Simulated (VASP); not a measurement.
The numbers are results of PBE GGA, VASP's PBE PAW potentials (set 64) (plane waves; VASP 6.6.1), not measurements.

VASP ran on this input.

**POSCAR**
```
TiO2
1
    4.5179630000     0.0000000000     0.0000000000
    0.0000000000     4.5179630000     0.0000000000
    0.0000000000     0.0000000000     2.9065360000
Ti O
2 4
Direct
  0.5000000000   0.5000000000   0.0000000000
  0.0000000000   0.0000000000   0.5000000000
  0.6956800000   0.6956800000   0.5000000000
  0.3043200000   0.3043200000   0.5000000000
  0.8043200000   0.1956800000   0.0000000000
  0.1956800000   0.8043200000   0.0000000000
```

INCAR:
```
ALGO  =  Normal
EDIFF  =  1E-6
ENCUT  =  400
GGA  =  PE
ISIF  =  2
ISMEAR  =  -1
LASPH  =  T
LCHARG  =  F
LMAXMIX  =  4
LREAL  =  F
LWAVE  =  F
NELM  =  100
PREC  =  Accurate
SIGMA  =  0.02
SYSTEM  =  TiO2
```

**KPOINTS**
```
Automatic mesh
0
Gamma
5 5 8
0 0 0
```

POTCAR, in this order: Ti_sv O (PBE.64 set). Program: vasp_std.

Q: What will the output report for the number of irreducible k-points (NKPTS), largest plane-wave count, number of space-group operations, FFT grid (NGX, NGY, NGZ)?

A: 
| Property | Value |
|---|---|
| number of irreducible k-points (NKPTS) | 30 |
| largest plane-wave count | 1101 |
| number of space-group operations | 16 |
| FFT grid (NGX, NGY, NGZ) | 30 × 30 × 20 |

The structure comes from a computed database's TiO2 entry; how it stands against other phases isn't given here. The cell was not relaxed at this level. The run is one of a series of settings (KPOINTS 5×5×8 Γ-centred mesh against the base run), some of them coarse on purpose.
